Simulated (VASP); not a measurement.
# OCSeSbH in VASP: a series of runs, part 2 of 2

VASP 6.6.1.

## (3) Single point, RPBE

Contents of INCAR:

```
PREC = Accurate
ENCUT = 520
EDIFF = 1E-7
ISMEAR = 0
SIGMA = 0.01
LREAL = F
LASPH = T
NELM = 100
ALGO = Normal
ISIF = 2
LWAVE = F
LCHARG = F
GGA = RP
NBANDS = 19
```

Contents of KPOINTS:

```
regular mesh
0
Gamma
  1 1 1
```

Contents of POSCAR:

```
SbHCSeO
1.0
   12.0000000000      0.0000000000      0.0000000000
    0.0000000000     13.0000000000      0.0000000000
    0.0000000000      0.0000000000     11.0000000000
O C Se Sb H
1 1 1 1 1
Direct
    0.6059458300      0.3811346200      0.5900727300
    0.5435125000      0.4469115400      0.5628545500
    0.3962208300      0.4568500000      0.4977090900
    0.5202791700      0.6148961500      0.5557545500
    0.5836791700      0.6220961500      0.4161090900
```

Potentials or basis: VASP PAW PBE potentials, release 64 (O, C, Se, Sb, H).

On the command line:

```bash
> cat potpaw_PBE.64/O/POTCAR potpaw_PBE.64/C/POTCAR potpaw_PBE.64/Se/POTCAR potpaw_PBE.64/Sb/POTCAR potpaw_PBE.64/H/POTCAR > POTCAR
> mpirun -np 1 vasp_gam > vasp.out
```

It took 1.7 min on 1 thread of AMD EPYC 9R45 (Zen 5), shared host; peak memory 1.3 GiB.

The run converged. Its results:

```
Free energy                     : -23.9333 eV
Largest force                   : 2.468 eV/Å
Gap between the frontier levels : 2.48 eV
```

Forces in eV/Å, atoms in the order of the input:
```
O    1.567 -1.800  0.631
C   -1.019  1.297 -0.423
Se  -0.715 -0.278 -0.279
Sb  -0.033  0.745  0.448
H    0.201  0.036 -0.376
```

Levels at points of the mesh, in eV from the valence-band top:
| k point | band 8 | band 9 | band 10 | band 11 | band 12 | band 13 | band 14 | band 15 |
| --- | --- | --- | --- | --- | --- | --- | --- | --- |
| (0.00, 0.00, 0.00) | -2.57 | -1.75 | -0.66 | 0.00 | 2.48 | 3.32 | 3.64 | 4.43 |

Caveat: the standard files for N, O and F lose accuracy on very short bonds; the PAW data sets were made with another functional, which shifts forces and pressure a little; spin-orbit coupling is left out, which moves the levels of the heavy elements.

## (4) Single point, PBE0

Contents of POSCAR:

```
SbHCSeO
1.0
   12.0000000000      0.0000000000      0.0000000000
    0.0000000000     13.0000000000      0.0000000000
    0.0000000000      0.0000000000     11.0000000000
O C Se Sb H
1 1 1 1 1
Cartesian
    7.2713499600      4.9547500600      6.4908000300
    6.5221500000      5.8098500200      6.1914000500
    4.7546499600      5.9390500000      5.4747999900
    6.2433500400      7.9936499500      6.1133000500
    7.0041500400      8.0872499500      4.5771999900
```

Contents of INCAR.step1:

```
PREC = Accurate
ENCUT = 900
EDIFF = 1E-5
ISMEAR = 0
SIGMA = 0.01
LREAL = F
LASPH = T
NELM = 100
ALGO = Normal
ISIF = 2
LWAVE = T
GGA = PE
```

Contents of INCAR.step2:

```
PREC = Accurate
ENCUT = 900
EDIFF = 1E-6
ISMEAR = 0
SIGMA = 0.01
LREAL = F
LASPH = T
NELM = 100
ALGO = Normal
ISIF = 2
LWAVE = F
LCHARG = T
GGA = PE
LHFCALC = T
AEXX = 0.25
PRECFOCK = Normal
HFRCUT = -1
LELF = T
LVHAR = T
LVACPOTAV = T
ISTART = 1
```

Contents of KPOINTS:

```
Automatic mesh
0
Gamma
  1 1 1
```

Potentials or basis: VASP PAW PBE potentials, release 64 (O_h, C_h, Se, Sb, H_h).

On the command line:

```bash
> cat potpaw_PBE.64/O_h/POTCAR potpaw_PBE.64/C_h/POTCAR potpaw_PBE.64/Se/POTCAR potpaw_PBE.64/Sb/POTCAR potpaw_PBE.64/H_h/POTCAR > POTCAR
> cp INCAR.step1 INCAR
> mpirun -np 1 vasp_gam > vasp.out
> cp INCAR.step2 INCAR
> mpirun -np 1 vasp_gam > vasp.out
```

Wall time 12 min (1 thread of AMD EPYC 9R45 (Zen 5), shared host); peak memory 2.6 GiB.

It converged, with:

- Free energy: -32.7516 eV
- Largest force: 0.106 eV/Å
- Gap between the frontier levels: 4.16 eV

Forces on the atoms (eV/Å):
```
O   -0.033  0.022 -0.010
C    0.000  0.038 -0.011
Se   0.067  0.047  0.031
Sb  -0.031 -0.102 -0.004
H   -0.003 -0.005 -0.005
```

Levels at points of the mesh, in eV from the valence-band top:
```tsv
k point	band 7	band 8	band 9	band 10	band 11	band 12	band 13	band 14	band 15
(0.00, 0.00, 0.00)	-5.43	-2.78	-1.74	-0.66	0.00	4.16	5.25	5.47	6.12
```

Caveat: the PAW data sets were made with another functional, which shifts forces and pressure a little; spin-orbit coupling is left out, which moves the levels of the heavy elements.

## (5) Single point, PBE0+TS

Contents of POSCAR:

```
SbHCSeO
1.0
   12.0000000000      0.0000000000      0.0000000000
    0.0000000000     13.0000000000      0.0000000000
    0.0000000000      0.0000000000     11.0000000000
O C Se Sb H
1 1 1 1 1
Direct
    0.6059458300      0.3811346200      0.5900727300
    0.5435125000      0.4469115400      0.5628545500
    0.3962208300      0.4568500000      0.4977090900
    0.5202791700      0.6148961500      0.5557545500
    0.5836791700      0.6220961500      0.4161090900
```

Contents of INCAR.step1:

```
SYSTEM = SbHCSeO
PREC = Accurate
ENCUT = 400
EDIFF = 1E-5
ISMEAR = 0
SIGMA = 0.01
LREAL = .False.
LASPH = .True.
NELM = 60
ALGO = Normal
ISIF = 2
LWAVE = .True.
LCHARG = .False.
NBANDS = 19
GGA = PE
```

Contents of INCAR.step2:

```
SYSTEM = SbHCSeO
PREC = Accurate
ENCUT = 400
EDIFF = 1E-6
ISMEAR = 0
SIGMA = 0.01
LREAL = .False.
LASPH = .True.
NELM = 60
ALGO = Normal
ISIF = 2
LWAVE = .False.
LCHARG = .False.
GGA = PE
LHFCALC = .True.
AEXX = 0.25
PRECFOCK = Fast
IVDW = 2
NBANDS = 19
ISTART = 1
```

Contents of KPOINTS:

```
Automatic mesh
0
Gamma
  1 1 1
  0 0 0
```

Potentials or basis: VASP PAW PBE potentials, release 64 (O_s, C_s, Se, Sb, H_s).

On the command line:

```bash
> cat potpaw_PBE.64/O_s/POTCAR potpaw_PBE.64/C_s/POTCAR potpaw_PBE.64/Se/POTCAR potpaw_PBE.64/Sb/POTCAR potpaw_PBE.64/H_s/POTCAR > POTCAR
> cp INCAR.step1 INCAR
> mpirun -np 1 vasp_gam > vasp.out
> cp INCAR.step2 INCAR
> mpirun -np 1 vasp_gam > vasp.out
```

It took 3.3 min on 1 thread of AMD EPYC 9R45 (Zen 5), shared host; peak memory 0.97 GiB.

Results (log left out):

| Item | Value |
| --- | --- |
| Free energy | -32.3252 eV |
| Largest force | 3.992 eV/Å |
| Gap between the frontier levels | 4.20 eV |
| Hirshfeld charges | O -0.20; C +0.05; Se -0.03; Sb +0.25; H -0.07 e |
| Dispersion energy per atom | -0.003 eV |

Forces on the atoms (eV/Å):
```
O    2.500 -2.859  1.001
C   -2.537  2.908 -1.021
Se   0.070  0.045  0.032
Sb  -0.035 -0.097 -0.006
H    0.002  0.002 -0.007
```

Levels at points of the mesh, in eV from the valence-band top:
```csv
k point,band 7,band 8,band 9,band 10,band 11,band 12,band 13,band 14,band 15,band 16
"(0.00, 0.00, 0.00)",-5.40,-2.76,-1.73,-0.65,0.00,4.20,5.26,5.50,6.15,6.89
```

Caveat: the standard files for N, O and F lose accuracy on very short bonds; the PAW data sets were made with another functional, which shifts forces and pressure a little; spin-orbit coupling is left out, which moves the levels of the heavy elements.

## (6) Single point, r2SCAN0+D3(BJ)

Contents of POSCAR:

```
SbHCSeO
1.0
   12.0000000000      0.0000000000      0.0000000000
    0.0000000000     13.0000000000      0.0000000000
    0.0000000000      0.0000000000     11.0000000000
O C Se Sb H
1 1 1 1 1
Cartesian
    7.2713499600      4.9547500600      6.4908000300
    6.5221500000      5.8098500200      6.1914000500
    4.7546499600      5.9390500000      5.4747999900
    6.2433500400      7.9936499500      6.1133000500
    7.0041500400      8.0872499500      4.5771999900
```

Contents of INCAR.step1:

```
  ALGO = Normal
  EDIFF = 1E-5
  ENCUT = 900
  GGA = PE
  ISIF = 2
  ISMEAR = 0
  LASPH = T
  LCHARG = F
  LREAL = F
  LWAVE = T
  NELM = 80
  PREC = Accurate
  SIGMA = 0.01
```

Contents of INCAR.step2:

```
  AEXX = 0.25
  ALGO = Normal
  EDIFF = 1E-7
  ENCUT = 900
  HFRCUT = -1
  ISIF = 2
  ISMEAR = 0
  ISTART = 1
  IVDW = 12
  LASPH = T
  LCHARG = F
  LHFCALC = T
  LMIXTAU = T
  LREAL = F
  LWAVE = F
  METAGGA = R2SCAN
  NELM = 80
  PREC = Accurate
  PRECFOCK = Fast
  SIGMA = 0.01
  VDW_A1 = 0.4534
  VDW_A2 = 5.8972
  VDW_S6 = 1.0
  VDW_S8 = 1.1846
```

Contents of KPOINTS:

```
k-points
0
Gamma
  1 1 1
```

Potentials or basis: VASP PAW PBE potentials, release 64 (O_h, C_h, Se, Sb, H_h).

On the command line:

```bash
> cat potpaw_PBE.64/O_h/POTCAR potpaw_PBE.64/C_h/POTCAR potpaw_PBE.64/Se/POTCAR potpaw_PBE.64/Sb/POTCAR potpaw_PBE.64/H_h/POTCAR > POTCAR
> cp INCAR.step1 INCAR
> mpirun -np 1 vasp_gam > vasp.out
> cp INCAR.step2 INCAR
> mpirun -np 1 vasp_gam > vasp.out
```

Wall time 28 min (1 thread of AMD EPYC 9R45 (Zen 5), shared host); peak memory 3.1 GiB.

The run converged. Its results:

| Item | Value |
| --- | --- |
| Free energy | -58.5064 eV |
| Largest force | 0.679 eV/Å |
| Gap between the frontier levels | 4.37 eV |
| Dispersion energy per atom | -0.010 eV |

Forces on the atoms (eV/Å):
```
O   -0.464  0.463 -0.176
C    0.252 -0.258  0.084
Se   0.259  0.086  0.104
Sb   0.013 -0.263 -0.142
H   -0.059 -0.029  0.130
```

Levels at points of the mesh, in eV from the valence-band top:
```tsv
k point	band 9	band 10	band 11	band 12	band 13	band 14
(0.00, 0.00, 0.00)	-1.77	-0.67	0.00	4.37	5.50	5.77
```

Caveat: the PAW data sets were made with another functional, which shifts forces and pressure a little; spin-orbit coupling is left out, which moves the levels of the heavy elements.

## (7) Overview

```tsv
task	level	potentials or basis	cutoff (eV)	grid for exact exchange (PRECFOCK)	exchange at q = 0	gap on the mesh (eV)	largest force (eV/Å)
electron localisation function	PBE	VASP PAW PBE potentials, release 64 (O, C, Se, Sb, H)	520	-	-	2.48	2.01
single point	RPBE	VASP PAW PBE potentials, release 64 (O, C, Se, Sb, H)	520	-	-	2.48	2.47
single point	PBE0	VASP PAW PBE potentials, release 64 (O_h, C_h, Se, Sb, H_h)	900	Normal	truncated	4.16	0.11
single point	PBE0+TS	VASP PAW PBE potentials, release 64 (O_s, C_s, Se, Sb, H_s)	400	Fast	default	4.20	3.99
single point	r2SCAN0+D3(BJ)	VASP PAW PBE potentials, release 64 (O_h, C_h, Se, Sb, H_h)	900	Fast	truncated	4.37	0.68
```

Alike in all rows: no spin polarisation; cell as given; k mesh 1 × 1 × 1; smearing gaussian 0.01 eV.

Caveats: spin-orbit coupling is left out, which moves the levels of the heavy elements; the PAW data sets were made with another functional, which shifts forces and pressure a little (some runs); the standard files for N, O and F lose accuracy on very short bonds (some runs).

Absolute energies hang on the potentials; compare differences alone.
